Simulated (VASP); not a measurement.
Calculation: r2SCAN+rVV10, VASP's PBE PAW potentials (set 64) (plane waves; VASP 6.6.1).

VASP ran on this input.

KPOINTS:
```
Automatic mesh
0
Gamma
10 10 10
0 0 0
```

INCAR:
```
SYSTEM = Ni3Si
PREC = Accurate
ENCUT = 520
EDIFF = 1E-7
NELM = 100
ALGO = Normal
LREAL = .FALSE.
LASPH = .TRUE.
ISMEAR = -5
METAGGA = R2SCAN
LUSE_VDW = .TRUE.
BPARAM = 11.95
CPARAM = 0.0093
LMIXTAU = .TRUE.
LMAXMIX = 4
LWAVE = .FALSE.
LCHARG = .FALSE.
LORBIT = 11
NEDOS = 601
ISIF = 2
LEFG = .TRUE.
```

KPOINTS_OPT:
```
k-points along high-symmetry lines
10
Line-mode
Reciprocal
  0.000000   0.000000   0.000000 ! GAMMA
  0.000000   0.500000   0.000000 ! X

  0.000000   0.500000   0.000000 ! X
  0.500000   0.500000   0.000000 ! M

  0.500000   0.500000   0.000000 ! M
  0.000000   0.000000   0.000000 ! GAMMA

  0.000000   0.000000   0.000000 ! GAMMA
  0.500000   0.500000   0.500000 ! R

  0.500000   0.500000   0.500000 ! R
  0.000000   0.500000   0.000000 ! X

  0.500000   0.500000   0.500000 ! R
  0.500000   0.500000   0.000000 ! M
```

File POSCAR:
```
Ni3Si
1
    3.4585179944     0.0000000000     0.0000000000
   -0.0000000000     3.4585179944     0.0000000000
   -0.0000000000    -0.0000000000     3.4585179944
Si Ni
1 3
Direct
  0.0000000000   0.0000000000   0.0000000000
  0.0000000000   0.5000000000   0.5000000000
  0.5000000000   0.0000000000   0.5000000000
  0.5000000000   0.5000000000   0.0000000000
```

POTCAR, in this order: Si Ni (PBE.64 set). Program: vasp_std.

The run wrote:

### OSZICAR
```
       N       E                     dE             d eps       ncg     rms          rms(c)
DAV:   1     0.183959905754E+03    0.18396E+03   -0.16379E+04  2360   0.228E+03
DAV:   2    -0.418062164428E+02   -0.22577E+03   -0.21789E+03  2352   0.385E+02
DAV:   3    -0.532209047096E+02   -0.11415E+02   -0.11074E+02  2497   0.118E+02
DAV:   4    -0.534531616681E+02   -0.23226E+00   -0.23080E+00  2719   0.148E+01
DAV:   5    -0.534616931249E+02   -0.85315E-02   -0.85127E-02  2828   0.270E+00    0.212E+01
DAV:   6    -0.496504159674E+02    0.38113E+01   -0.67084E+01  2632   0.141E+02    0.185E+01
DAV:   7    -0.456426178855E+02    0.40078E+01   -0.17427E+01  2562   0.727E+01    0.480E+00
DAV:   8    -0.456843080005E+02   -0.41690E-01   -0.77597E-01  2712   0.807E+00    0.256E+00
DAV:   9    -0.456254609679E+02    0.58847E-01   -0.22514E-01  2616   0.804E+00    0.424E-01
DAV:  10    -0.456329353107E+02   -0.74743E-02   -0.15116E-02  2794   0.125E+00    0.163E-01
DAV:  11    -0.456335338026E+02   -0.59849E-03   -0.41585E-03  2614   0.610E-01    0.978E-02
DAV:  12    -0.456343101092E+02   -0.77631E-03   -0.11919E-03  2780   0.397E-01    0.385E-02
DAV:  13    -0.456343295738E+02   -0.19465E-04   -0.13986E-04  2550   0.126E-01    0.136E-02
DAV:  14    -0.456343597679E+02   -0.30194E-04   -0.69419E-05  2472   0.788E-02    0.933E-03
DAV:  15    -0.456343645263E+02   -0.47584E-05   -0.16692E-05  2690   0.656E-02    0.599E-03
DAV:  16    -0.456343682133E+02   -0.36870E-05   -0.10572E-05  2528   0.445E-02    0.142E-03
DAV:  17    -0.456343681372E+02    0.76048E-07   -0.58213E-07  2456   0.103E-02
   1 F= -.45634368E+02 E0= -.45634368E+02  d E =0.000000E+00
       N       E                     dE             ncg
       N       E                     dE             ncg
```

**OUTCAR**
```
------------------------ aborting loop because EDIFF is reached ----------------------------------------
  FORCE on cell =-STRESS in cart. coord.  units (eV):
  Direction    XX          YY          ZZ          XY          YZ          ZX
  --------------------------------------------------------------------------------------
  Total       -0.0063039     -0.0063039     -0.0063039     -0.0000000     -0.0000000      0.0000000
  in kB       -0.2441472     -0.2441472     -0.2441472     -0.0000000     -0.0000000      0.0000000
  external PRESSURE =      -0.2441472 kB  Pullay stress =       0.0000000 kB
  volume of cell :       41.37
      direct lattice vectors                 reciprocal lattice vectors
     3.458517994  0.000000000  0.000000000     0.289141188  0.000000000  0.000000000
     0.000000000  3.458517994  0.000000000     0.000000000  0.289141188  0.000000000
     0.000000000  0.000000000  3.458517994     0.000000000  0.000000000  0.289141188
 POSITION                                       TOTAL-FORCE (eV/Angst)
 -----------------------------------------------------------------------------------
      0.00000      0.00000      0.00000         0.000000      0.000000      0.000000
      0.00000      1.72926      1.72926         0.000000      0.000000      0.000000
      1.72926      0.00000      1.72926         0.000000      0.000000      0.000000
      1.72926      1.72926      0.00000         0.000000      0.000000      0.000000
 -----------------------------------------------------------------------------------
    total drift:                                0.000000      0.000000      0.000000
  FREE ENERGIE OF THE ION-ELECTRON SYSTEM (eV)
  ---------------------------------------------------
  free  energy   TOTEN  =       -45.6343681372 eV

  energy  without entropy=      -45.6343681372  energy(sigma->0) =      -45.63436814

 total charge

# of ion       s       p       d       tot
------------------------------------------
    1        0.718   0.856   0.000   1.573
    2        0.516   0.637   8.443   9.596
    3        0.516   0.637   8.443   9.596
    4        0.516   0.637   8.443   9.596
--------------------------------------------------
tot          2.267   2.766  25.328  30.361

 Electric field gradients after diagonalization (V/A^2)
 (convention: |V_zz| > |V_xx| > |V_yy|)
----------------------------------------------------------------------
 ion       V_xx      V_yy      V_zz     asymmetry (V_yy - V_xx)/ V_zz
----------------------------------------------------------------------
   1       0.000     0.000    -0.000       0.140
   2      21.852    21.852   -43.704       0.000
   3      21.852    21.852   -43.704       0.000
   4      21.852    21.852   -43.704       0.000
```
(Selected blocks of OUTCAR.)

### OUTCAR
```
 val. band max:       11.0849569377   @ k =   0.1000   0.1000   0.0000

 cond. band min:      11.0130546297   @ k =   0.4000   0.4000   0.4000


 Fermi energy:        11.0801843753

 k-point     1 :       0.0000    0.0000    0.0000
  band No.  band energies     occupation
      1      -1.7532      2.00000
      2       5.7441      2.00000
      3       6.6271      2.00000
      4       6.6271      2.00000
      5       7.2219      2.00000
      6       7.2219      2.00000
      7       7.2219      2.00000
      8       9.3961      2.00000
      9       9.3961      2.00000
     10       9.3961      2.00000
     11      10.0712      2.00000
     12      10.0712      2.00000
     13      10.0712      2.00000
     14      10.3382      2.00000
     15      10.3382      2.00000
     16      10.7289      2.00000
     17      11.1479     -0.08761
     18      11.1479      0.00000
     19      11.1479      0.00000
     20      16.7630      0.00000
     21      17.8355      0.00000

 k-point     2 :       0.1000    0.0000    0.0000
  band No.  band energies     occupation
      1      -1.6262      2.00000
      2       5.7701      2.00000
      3       6.4461      2.00000
      4       6.7170      2.00000
      5       7.2076      2.00000
      6       7.2076      2.00000
      7       7.2603      2.00000
      8       9.1471      2.00000
      9       9.1471      2.00000
     10       9.3539      2.00000
     11       9.7046      2.00000
     12      10.2067      2.00000
     13      10.2067      2.00000
     14      10.3403      2.00000
     15      10.3515      2.00000
     16      10.6770      2.00000
     17      11.1481     -0.27003
     18      11.3805      0.00000
     19      11.3805      0.00000
     20      16.9938      0.00000
     21      17.8005      0.00000

 k-point     3 :       0.2000    0.0000    0.0000
  band No.  band energies     occupation
      1      -1.2528      2.00000
      2       5.4584      2.00000
      3       6.2316      2.00000
...
```

For a metal the tetrahedron method with Blöchl corrections gives inexact stress and forces.

The compound is Ni3Si in the L1_2 structure. It was relaxed first. The run is not spin-polarised, so no magnetic state was tried.
